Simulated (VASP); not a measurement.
```xyz
4
Lattice="4.7451 0.0000 0.0000 0.0000 4.7451 0.0000 0.0000 0.0000 4.7451" Properties=species:S:1:pos:R:3 pbc="T T T"
Bi     0.0000     2.3725     2.3725
Bi     2.3725     0.0000     2.3725
Bi     2.3725     2.3725     0.0000
Au     0.0000     0.0000     0.0000
```

Method: PBEsol GGA, VASP's PBE PAW potentials (set 64) (plane waves; VASP). Settings: 400 eV cut-off, Gaussian smearing of 0.050 eV, potentials Bi_d Au.

Q: Give the energies of bands 19 to 32 at the high-symmetry points, in eV from the Fermi level.

A: 
```tsv
band	Γ	X	M	R
19	-4.29	-4.71	-6.22	-6.11
20	-4.29	-4.71	-4.39	-4.81
21	-4.29	-4.48	-4.39	-4.81
22	-3.89	-3.93	-3.79	-4.81
23	-3.89	-3.89	-3.68	-3.72
24	-3.89	-3.42	-3.58	-3.72
25	-3.74	-1.89	-2.91	-3.56
26	-3.74	-1.89	-1.32	-3.56
27	-2.05	-1.50	-1.32	-3.56
28	0.81	-1.50	-1.17	-2.96
29	0.81	-0.64	0.23	4.19
30	0.81	0.45	0.23	4.19
31	2.66	3.06	1.37	4.54
32	2.66	3.06	3.05	4.54
```

It has no gap at this level: it comes out as a metal or semimetal.

The structure comes from a computed database's Bi3Au entry (Pm-3m); how it stands against other phases isn't given here. It was relaxed first.
